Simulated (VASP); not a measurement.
Consider the following.

```
Mg3Sb2
1.0
    4.50289     0.00000     0.00000
   -2.25145     3.89962     0.00000
    0.00000     0.00000     7.10327
Mg Sb
3 2
Direct
  0.00000   0.00000   0.00000
  0.33333   0.66667   0.36731
  0.66667   0.33333   0.63269
  0.33333   0.66667   0.77587
  0.66667   0.33333   0.22413
```

The numbers are results of LDA (Ceperley-Alder, Perdew-Zunger) with spin-orbit coupling, VASP's LDA PAW potentials (set 64) (plane waves; VASP), not measurements. Run with 400 eV cut-off, 5×5×3 Γ-centred mesh, Gaussian smearing of 0.050 eV, potentials Mg Sb.

Q: What does the run give for the energy per atom (σ→0), band gap (over mesh and band path) with the smallest direct gap where there is one?

A: 
* **band gap (over mesh and band path)**: none (metal, semimetal or under 0.01 eV)
* **energy per atom (σ→0)**: -331.2 kJ/mol of atoms

Total energies compare only between runs with the same potentials, cut-off and functional.

The structure comes from a computed database's Mg3Sb2 entry (P-3m1); how it stands against other phases isn't given here. It was relaxed first. The k-mesh is coarse (spacing up to 0.32 per Å, 2π included), so the numbers may not be converged in it.
